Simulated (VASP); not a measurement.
# Converging a slab model of Li(100), part 4 of 4

Aim: find which settings matter for a slab model of Li(100), and what they cost.

VASP 6.6.1, plane waves and PAW; the level of theory is named at each step.

So far, highest filled level below the vacuum (eV): step 2 (the base run, PBEsol) 3.04; step 3 (another mesh, mesh points along a 2, k-mesh 2×2×1, PBEsol) 3.50; step 13 (another smearing width, SIGMA 0.02, PBEsol) 3.01; step 14 (another smearing width, SIGMA 0.4, PBEsol) 3.05; step 16 (another level, functional LDA, disp none) 3.10.

### Step 17. Another level, functional PBE, disp none

This step: PBE; plane waves and PAW (Li) (VASP 6.6.1).

Input file INCAR:

```
SYSTEM = Li
PREC = Normal
ENCUT = 350
EDIFF = 1E-06
NELM = 120
ISMEAR = 1
SIGMA = 0.1
LREAL = .FALSE.
ALGO = Normal
GGA = PE
NBANDS = 10
LORBIT = 11
LWAVE = .FALSE.
LCHARG = .FALSE.
KPAR = 4
IDIPOL = 3
LDIPOL = .TRUE.
DIPOL = 0.5 0.5 0.5
LVHAR = .TRUE.
LVACPOTAV = .TRUE.
```

Input file POSCAR:

```
Li
1.0
    3.4900000000      0.0000000000      0.0000000000
    0.0000000000      3.4900000000      0.0000000000
    0.0000000000      0.0000000000     28.4700000000
Li
7
Direct
    0.0000000000      0.0000000000      0.3161222339
    0.5000000000      0.5000000000      0.3774148226
    0.0000000000      0.0000000000      0.4387074113
    0.5000000000      0.5000000000      0.5000000000
    0.0000000000      0.0000000000      0.5612925887
    0.5000000000      0.5000000000      0.6225851774
    0.0000000000      0.0000000000      0.6838777661
```

Input file KPOINTS:

```
Automatic mesh
0
Gamma
7 7 1
0 0 0
```

PAW data sets: Li (PBE family, release 64).

Command:

```
$ mpirun -np 4 vasp_std
```

Log:

```text
[banner, memory and clock lines left out]
running    4 mpi-ranks, on    1 nodes
[...]
LDA part: xc-table for (Slater+PW92), standard interpolation
 POSCAR, INCAR and KPOINTS ok, starting setup
[...]
entering main loop
       N       E                     dE             d eps       ncg     rms          rms(c)
DAV:   1    -0.518823816059E+01   -0.51882E+01   -0.13384E+03   200   0.274E+02
DAV:   2    -0.134313329534E+02   -0.82431E+01   -0.80881E+01   306   0.369E+01
DAV:   3    -0.137927759019E+02   -0.36144E+00   -0.33698E+00   246   0.771E+00
DAV:   4    -0.138066881457E+02   -0.13912E-01   -0.13910E-01   322   0.186E+00
[...]
DAV:  20    -0.125609665132E+02   -0.90876E-05   -0.11172E-06   206   0.217E-03    0.151E-04
DAV:  21    -0.125609688846E+02   -0.23714E-05   -0.22945E-07   218   0.933E-04    0.143E-04
DAV:  22    -0.125609693162E+02   -0.43161E-06   -0.77885E-08   172   0.560E-04
 [... a notice as in an earlier step ...]

   1 F= -.12560969E+02 E0= -.12562731E+02  d E =0.528655E-02
```

Wall time 4.2 s (4 MPI ranks of Intel Xeon 6975P-C (Granite Rapids), shared host); peak memory 0.7 GiB; 15 s of CPU time.

OUTCAR, selected parts (step 17):

```text
  Total       -0.9522842     -0.9522842     -0.6271727      0.0000000      0.0000000      0.0000000
  in kB       -4.3998600     -4.3998600     -2.8977402      0.0000000      0.0000000      0.0000000
  external PRESSURE =      -3.8991534 kB  Pullay stress =       0.0000000 kB

 POSITION                                       TOTAL-FORCE (eV/Angst)
 -----------------------------------------------------------------------------------
      0.00000      0.00000      9.00000        -0.000000     -0.000000     -0.011639
      1.74500      1.74500     10.74500        -0.000000      0.000000      0.103633
      0.00000      0.00000     12.49000        -0.000000      0.000000      0.006782
      1.74500      1.74500     14.23500        -0.000000     -0.000000     -0.000000
      0.00000      0.00000     15.98000        -0.000000      0.000000     -0.006782
      1.74500      1.74500     17.72500         0.000000     -0.000000     -0.103633
      0.00000      0.00000     19.47000        -0.000000     -0.000000      0.011639
 -----------------------------------------------------------------------------------
    total drift:                               -0.000000     -0.000000     -0.000000

  FREE ENERGIE OF THE ION-ELECTRON SYSTEM (eV)
  ---------------------------------------------------
  free  energy   TOTEN  =       -12.5609693162 eV

  energy  without entropy=      -12.5662558616  energy(sigma->0) =      -12.56273150

[... 2 parts as in an earlier step ...]

[... 1 further part left out ...]
[key lines of the parts left out:]
E-fermi :  -1.4820
```

Against the base run its depth below the vacuum changes by -0.02 eV.

### Step 18. Another level, functional RPBE, disp none

This step: RPBE; plane waves and PAW (Li) (VASP 6.6.1).

Changes to INCAR since step 17:

```diff
@@ -9,3 +9,3 @@
 ALGO = Normal
-GGA = PE
+GGA = RP
 NBANDS = 10
```

POSCAR is that of step 17.

KPOINTS is that of step 17.

Command:

```
$ mpirun -np 4 vasp_std
```

Log:

```text
[... set-up lines as in an earlier step ...]
 entering main loop
       N       E                     dE             d eps       ncg     rms          rms(c)
DAV:   1    -0.456717772202E+01   -0.45672E+01   -0.13357E+03   200   0.274E+02
DAV:   2    -0.127877633000E+02   -0.82206E+01   -0.80703E+01   306   0.368E+01
DAV:   3    -0.131442552139E+02   -0.35649E+00   -0.33349E+00   244   0.767E+00
DAV:   4    -0.131578437591E+02   -0.13589E-01   -0.13586E-01   316   0.184E+00
[...]
DAV:  20    -0.119324195233E+02   -0.15096E-04   -0.15728E-06   214   0.248E-03    0.218E-04
DAV:  21    -0.119324210573E+02   -0.15340E-05   -0.20416E-07   228   0.907E-04    0.929E-05
DAV:  22    -0.119324220126E+02   -0.95529E-06   -0.82352E-08   196   0.581E-04
 [... a notice as in an earlier step ...]

   1 F= -.11932422E+02 E0= -.11934147E+02  d E =0.517482E-02
```

Elapsed: 4.2 s, on 4 MPI ranks; peak memory 0.7 GiB.

Parts of OUTCAR (step 18):

```text
  Total       -0.5168600     -0.5168600     -0.2513793      0.0000000      0.0000000      0.0000000
  in kB       -2.3880598     -2.3880598     -1.1614534      0.0000000      0.0000000      0.0000000
  external PRESSURE =      -1.9791910 kB  Pullay stress =       0.0000000 kB

 POSITION                                       TOTAL-FORCE (eV/Angst)
 -----------------------------------------------------------------------------------
      0.00000      0.00000      9.00000         0.000000     -0.000000     -0.043460
      1.74500      1.74500     10.74500        -0.000000      0.000000      0.096560
      0.00000      0.00000     12.49000        -0.000000     -0.000000      0.008191
      1.74500      1.74500     14.23500         0.000000     -0.000000     -0.000000
      0.00000      0.00000     15.98000         0.000000     -0.000000     -0.008191
      1.74500      1.74500     17.72500        -0.000000     -0.000000     -0.096560
      0.00000      0.00000     19.47000        -0.000000      0.000000      0.043460
 -----------------------------------------------------------------------------------
    total drift:                               -0.000000     -0.000000     -0.000000

  FREE ENERGIE OF THE ION-ELECTRON SYSTEM (eV)
  ---------------------------------------------------
  free  energy   TOTEN  =       -11.9324220126 eV

  energy  without entropy=      -11.9375968302  energy(sigma->0) =      -11.93414695

[... 2 parts as in an earlier step ...]

[... 1 further part left out ...]
[key lines of the parts left out:]
E-fermi :  -1.4316
```

Against the base run its depth below the vacuum changes by -0.06 eV.

### Step 19. Another level, functional optB88-vdW, disp nonlocal

This step: optB88-vdW; plane waves and PAW (Li) (VASP 6.6.1).

Changes to INCAR since step 18:

```diff
@@ -9,3 +9,8 @@
 ALGO = Normal
-GGA = RP
+GGA = BO
+AGGAC = 0
+LUSE_VDW = .TRUE.
+PARAM1 = 0.1833333333
+PARAM2 = 0.22
+LASPH = .TRUE.
 NBANDS = 10
```

POSCAR is that of step 18.

KPOINTS is that of step 18.

Command:

```
$ mpirun -np 4 vasp_std
```

Log:

```text
[banner, memory and clock lines left out]
running    4 mpi-ranks, on    1 nodes
[...]
|                                                                             |
|               ----> ADVICE to this user running VASP <----                  |
|                                                                             |
|     You have switched on vdW-DFT.                                           |
|     This routine was written and supplied by Jiri Klimes. We recommend      |
|     that you carefully read and cite the following publications:            |
|       J. Klimes, D.R. Bowler, A. Michelides                                 |
|          J. Phys.: Cond Matt. 22 022201 (2010)                              |
|       J. Klimes, D.R. Bowler, A. Michelides                                 |
|          Phys. Rev. B. 83, 195131 (2011)                                    |
|     and references therein.                                                 |
|                                                                             |

 [... a notice as in an earlier step ...]

 LDA part: xc-table for (Slater+PW92), standard interpolation
 POSCAR, INCAR and KPOINTS ok, starting setup
[...]
entering main loop
       N       E                     dE             d eps       ncg     rms          rms(c)
DAV:   1    -0.237425226801E+01   -0.23743E+01   -0.13184E+03   200   0.274E+02
DAV:   2    -0.106131425215E+02   -0.82389E+01   -0.80742E+01   304   0.363E+01
DAV:   3    -0.109753377042E+02   -0.36220E+00   -0.34247E+00   254   0.766E+00
DAV:   4    -0.109889241434E+02   -0.13586E-01   -0.13583E-01   316   0.181E+00
[...]
DAV:  20    -0.977412400921E+01   -0.12809E-04   -0.66816E-06   210   0.754E-03    0.377E-04
DAV:  21    -0.977412864774E+01   -0.46385E-05   -0.42689E-06   204   0.533E-03    0.949E-05
DAV:  22    -0.977412844073E+01    0.20702E-06   -0.16395E-06   204   0.300E-03
 [... a notice as in an earlier step ...]

   1 F= -.97741284E+01 E0= -.97759161E+01  d E =0.536311E-02
```

Wall time 41 s (4 MPI ranks); peak memory 1.6 GiB.

OUTCAR, selected parts (step 19):

```text
  Total       -1.0041711     -1.0041711     -0.6397604      0.0000000      0.0000000     -0.0000000
  in kB       -4.6395942     -4.6395942     -2.9558992      0.0000000      0.0000000     -0.0000000
  external PRESSURE =      -4.0783625 kB  Pullay stress =       0.0000000 kB

 POSITION                                       TOTAL-FORCE (eV/Angst)
 -----------------------------------------------------------------------------------
      0.00000      0.00000      9.00000         0.000000     -0.000000     -0.010205
      1.74500      1.74500     10.74500        -0.000000     -0.000000      0.100297
      0.00000      0.00000     12.49000         0.000000      0.000000      0.012418
      1.74500      1.74500     14.23500        -0.000000     -0.000000      0.000000
      0.00000      0.00000     15.98000        -0.000000      0.000000     -0.012418
      1.74500      1.74500     17.72500        -0.000000     -0.000000     -0.100297
      0.00000      0.00000     19.47000        -0.000000     -0.000000      0.010205
 -----------------------------------------------------------------------------------
    total drift:                                0.000000      0.000000      0.000000

  FREE ENERGIE OF THE ION-ELECTRON SYSTEM (eV)
  ---------------------------------------------------
  free  energy   TOTEN  =        -9.7741284407 eV

  energy  without entropy=       -9.7794915544  energy(sigma->0) =       -9.77591615

[... 2 parts as in an earlier step ...]

[... 1 further part left out ...]
[key lines of the parts left out:]
E-fermi :  -1.5219
```

Against the base run its depth below the vacuum changes by +0.07 eV.

### Step 20. Another level, functional r2SCAN, disp none

This step: r2SCAN; plane waves and PAW (Li) (VASP 6.6.1).

Changes to INCAR since step 19:

```diff
@@ -9,7 +9,3 @@
 ALGO = Normal
-GGA = BO
-AGGAC = 0
-LUSE_VDW = .TRUE.
-PARAM1 = 0.1833333333
-PARAM2 = 0.22
+METAGGA = R2SCAN
 LASPH = .TRUE.
```

POSCAR is that of step 19.

KPOINTS is that of step 19.

Command:

```
$ mpirun -np 4 vasp_std
```

Log:

```text
[banner, memory and clock lines left out]
running    4 mpi-ranks, on    1 nodes
[...]
[... a notice as in an earlier step ...]

 LDA part: xc-table for (None), standard interpolation
 POSCAR, INCAR and KPOINTS ok, starting setup
[...]
entering main loop
       N       E                     dE             d eps       ncg     rms          rms(c)
DAV:   1    -0.831085037945E+01   -0.83109E+01   -0.13605E+03   200   0.279E+02
DAV:   2    -0.165270319480E+02   -0.82162E+01   -0.80677E+01   296   0.367E+01
DAV:   3    -0.168788788304E+02   -0.35185E+00   -0.33029E+00   244   0.768E+00
DAV:   4    -0.168923674361E+02   -0.13489E-01   -0.13472E-01   308   0.190E+00
[...]
DAV:  21    -0.156499559899E+02   -0.38380E-05   -0.64885E-07   210   0.461E-03    0.249E-04
DAV:  22    -0.156499570583E+02   -0.10684E-05   -0.38269E-07   194   0.313E-03    0.711E-05
DAV:  23    -0.156499571001E+02   -0.41769E-07   -0.23419E-08   192   0.113E-03
 [... a notice as in an earlier step ...]

   1 F= -.15649957E+02 E0= -.15651242E+02  d E =0.385451E-02
```

It took 12 s on 4 MPI ranks; peak memory 0.74 GiB.

From OUTCAR (step 20):

```text
  Total       -0.5274475     -0.5274475     -0.2804323      0.0000000      0.0000000     -0.0000000
  in kB       -2.4369774     -2.4369774     -1.2956875      0.0000000      0.0000000     -0.0000000
  external PRESSURE =      -2.0565474 kB  Pullay stress =       0.0000000 kB

 POSITION                                       TOTAL-FORCE (eV/Angst)
 -----------------------------------------------------------------------------------
      0.00000      0.00000      9.00000        -0.000000     -0.000000     -0.054841
      1.74500      1.74500     10.74500        -0.000000      0.000000      0.118498
      0.00000      0.00000     12.49000         0.000000      0.000000      0.007427
      1.74500      1.74500     14.23500        -0.000000     -0.000000      0.000000
      0.00000      0.00000     15.98000        -0.000000     -0.000000     -0.007427
      1.74500      1.74500     17.72500        -0.000000     -0.000000     -0.118498
      0.00000      0.00000     19.47000         0.000000      0.000000      0.054841
 -----------------------------------------------------------------------------------
    total drift:                               -0.000000     -0.000000      0.000000

  FREE ENERGIE OF THE ION-ELECTRON SYSTEM (eV)
  ---------------------------------------------------
  free  energy   TOTEN  =       -15.6499571001 eV

  energy  without entropy=      -15.6538116083  energy(sigma->0) =      -15.65124194

[... 2 parts as in an earlier step ...]

[... 1 further part left out ...]
[key lines of the parts left out:]
E-fermi :  -1.4474
```

Against the base run its depth below the vacuum changes by -0.03 eV.

### Step 21. The series together

Times are for 4 MPI ranks of Intel Xeon 6975P-C (Granite Rapids), shared host. Results by setting:

```csv
no.,functional,highest filled level below the vacuum (eV),time,memory (GiB)
1,LDA,3.097,3.2 s,0.61
2,PBE,3.014,4.2 s,0.7
3,RPBE,2.972,4.2 s,0.7
4,optB88-vdW,3.105,41 s,1.6
5,r2SCAN,3.001,12 s,0.74
```

### Step 22. All runs together

This step: slab, study of settings, base PBEsol; plane waves and PAW (VASP 6.6.1).

Derived from the runs above.

Numbers from this step:

- highest filled level below the vacuum: 3.036 eV

Energies of other functionals are not comparable and are left out. All runs:

```csv
change from the base run,level below the vacuum (eV),shift (eV),energy change (meV/atom),core seconds
base,3.036,0,0,16.8
mesh 2 x 2,3.498,0.463,103.6,7.2
mesh 4 x 4,3.075,0.039,18.1,10.4
mesh 10 x 10,3.032,-0.003,0.1,23.2
vacuum 5 A,-,-,-9.6,7.2
vacuum 8 A,-,-,-0.5,9.6
vacuum 24 A,3.036,0,0,18.4
cutoff 210 eV,3.036,0,0.8,8.8
cutoff 280 eV,3.036,0,0,12
smearing 0.02 eV,3.014,-0.021,0.2,16.8
smearing 0.4 eV,3.047,0.012,1.8,16.8
LDA,3.097,0.061,-,12.8
PBE,3.014,-0.022,-,16.8
RPBE,2.972,-0.064,-,16.8
optB88-vdW,3.105,0.069,-,164
r2SCAN,3.001,-0.034,-,48.8
```

### Step 23. Summary of results

```
highest filled level below the vacuum : 3.04 eV
```

What this shows: The base run puts the highest filled level 3.04 eV below the vacuum at the upper face. Among the meshes tried the largest shift is 0.46 eV (mesh 2 x 2, at 0.43 times the cost). The vacuum widths shift it by about 0.01 eV or less. The lower cutoffs shift it by about 0.01 eV or less. Among the smearing widths the largest shift is -0.02 eV (smearing 0.02 eV, at 1 times the cost). With vacuum 5 A and vacuum 8 A the program printed no vacuum level, so no level is given there, and the line on vacuum widths holds for the others alone. The functionals span 0.13 eV, from RPBE to optB88-vdW. The program warns that it found no field-free region at its default tolerance, also in runs whose level could not be checked against a flat part of the potential; that adds doubt to those levels. The thickness of the slab was not varied, and the small cell can't reconstruct. Costs come from a shared host, and the base run also writes a finer density of states, so small ratios mean little. All runs hold the atoms as cut and share one family of PAW data sets, so relaxation and each functional's own lattice are left out. LASPH is on in the runs with optB88-vdW and r2SCAN and off in those with LDA, PBE, PBEsol and RPBE, so these rows differ in more than the functional.

[Lines on the potential files, build, host, timing and source positions are cut from VASP's logs without a mark.]

[Logs are printed without paths, hosts, clocks, repeated set-up lines and the standing remarks that a program may print on its own settings, such as how far it seeks lower states.]

[Hosts, paths, dates, database ids (printed as entryN), source tags and the programs' standing remarks are cut or masked in the printed files.]

[In band tables of VASP the shares of atoms and orbitals are scaled to a sum of 1 inside the atoms' spheres.]

[Runs that stopped without an error message from VASP are left out.]
